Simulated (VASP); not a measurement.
All values below come from PBE GGA, VASP's PBE PAW potentials (set 64) (plane waves; VASP).

VASP ran on this input.

**KPOINTS**
```
kpoints
0
Gamma
7 7 7
```

File POSCAR:
```
AgCl
1
    0.0000000000     2.7945385989     2.7945385989
    2.7945385989     0.0000000000     2.7945385989
    2.7945385989     2.7945385989     0.0000000000
Ag Cl
1 1
Direct
  0.0000000000   0.0000000000   0.0000000000
  0.5000000000   0.5000000000   0.5000000000
```

**INCAR**
```
ALGO  =  Normal
EDIFF  =  1E-6
ENCUT  =  350
GGA  =  PE
ISMEAR  =  0
LASPH  =  T
LCHARG  =  T
LMAXMIX  =  4
LREAL  =  F
LWAVE  =  F
NELM  =  100
PREC  =  Accurate
SIGMA  =  0.05
SYSTEM  =  AgCl
```

POTCAR, in this order: Ag Cl (PBE.64 set). Program: vasp_std.

Output

File OUTCAR:
```
 ion  position               nearest neighbor table
   1  0.000  0.000  0.000-   2 2.79   2 2.79   2 2.79   2 2.79   2 2.79   2 2.79
   2  0.500  0.500  0.500-   1 2.79   1 2.79   1 2.79   1 2.79   1 2.79   1 2.79
  LATTYP: Found a face centered cubic cell.
 ALAT       =     5.5890771978
 Subroutine PRICEL returns:
 Original cell was already a primitive cell.
 Subroutine GETGRP returns: Found 48 space group operations
The static configuration has the point symmetry O_h .
The dynamic configuration has the point symmetry O_h .
 Subroutine INISYM returns: Found 48 space group operations
 Subroutine IBZKPT returns following result:
 Found     20 irreducible k-points:

 Following reciprocal coordinates:
            Coordinates               Weight
  0.000000  0.000000  0.000000      1.000000
  0.142857  0.000000  0.000000      8.000000
  0.285714  0.000000  0.000000      8.000000
  0.428571  0.000000  0.000000      8.000000
  0.142857  0.142857  0.000000      6.000000
  0.285714  0.142857  0.000000     24.000000
  0.428571  0.142857  0.000000     24.000000
 -0.428571  0.142857  0.000000     24.000000
 -0.285714  0.142857  0.000000     24.000000
 -0.142857  0.142857  0.000000     12.000000
  0.285714  0.285714  0.000000      6.000000
  0.428571  0.285714  0.000000     24.000000
 -0.428571  0.285714  0.000000     24.000000
 -0.285714  0.285714  0.000000     12.000000
  0.428571  0.428571  0.000000      6.000000
 -0.428571  0.428571  0.000000     12.000000
  0.428571  0.285714  0.142857     24.000000
 -0.428571  0.285714  0.142857     48.000000
 -0.428571  0.428571  0.142857     24.000000
 -0.285714  0.428571  0.142857     24.000000
   k-points           NKPTS =     20   k-points in BZ     NKDIM =     20   number of bands    NBANDS=     13
   number of dos      NEDOS =    301   number of ions     NIONS =      2
   total plane-waves  NPLWV =  13824
   dimension x,y,z NGX =    24 NGY =   24 NGZ =   24
...
```

File OSZICAR:
```
       N       E                     dE             d eps       ncg     rms          rms(c)
DAV:   1     0.764536191821E+02    0.76454E+02   -0.71315E+03   568   0.895E+02
DAV:   2    -0.258118652107E+01   -0.79035E+02   -0.74516E+02   615   0.213E+02
DAV:   3    -0.556494787384E+01   -0.29838E+01   -0.29773E+01   590   0.439E+01
DAV:   4    -0.558822056392E+01   -0.23273E-01   -0.23271E-01   610   0.444E+00
DAV:   5    -0.558856726062E+01   -0.34670E-03   -0.34670E-03   585   0.522E-01    0.601E+00
DAV:   6    -0.540455653279E+01    0.18401E+00   -0.33223E-01   558   0.783E+00    0.393E+00
DAV:   7    -0.540066898326E+01    0.38875E-02   -0.10561E-01   520   0.259E+00    0.195E+00
DAV:   8    -0.539997527932E+01    0.69370E-03   -0.56633E-03   570   0.919E-01    0.308E-01
DAV:   9    -0.540003985789E+01   -0.64579E-04   -0.69648E-04   565   0.387E-01    0.480E-02
DAV:  10    -0.540011045239E+01   -0.70595E-04   -0.11469E-04   540   0.106E-01    0.280E-02
DAV:  11    -0.540011639276E+01   -0.59404E-05   -0.56535E-06   570   0.210E-02    0.460E-03
DAV:  12    -0.540011641959E+01   -0.26831E-07   -0.24905E-07   345   0.638E-03
   1 F= -.54001164E+01 E0= -.54001164E+01  d E =-.263058E-14
```

**OUTCAR**
```
------------------------ aborting loop because EDIFF is reached ----------------------------------------
  FORCE on cell =-STRESS in cart. coord.  units (eV):
  Direction    XX          YY          ZZ          XY          YZ          ZX
  --------------------------------------------------------------------------------------
  Total        0.0017375      0.0017375      0.0017375      0.0000000      0.0000000      0.0000000
  in kB        0.0637789      0.0637789      0.0637789      0.0000000      0.0000000      0.0000000
  external PRESSURE =       0.0637789 kB  Pullay stress =       0.0000000 kB
  volume of cell :       43.65
      direct lattice vectors                 reciprocal lattice vectors
     0.000000000  2.794538599  2.794538599    -0.178920413  0.178920413  0.178920413
     2.794538599  0.000000000  2.794538599     0.178920413 -0.178920413  0.178920413
     2.794538599  2.794538599  0.000000000     0.178920413  0.178920413 -0.178920413
  FREE ENERGIE OF THE ION-ELECTRON SYSTEM (eV)
  ---------------------------------------------------
  free  energy   TOTEN  =        -5.4001164196 eV

  energy  without entropy=       -5.4001164196  energy(sigma->0) =       -5.40011642
```
(Selected blocks of OUTCAR.)

The compound is AgCl in the rock salt structure. It was relaxed first.
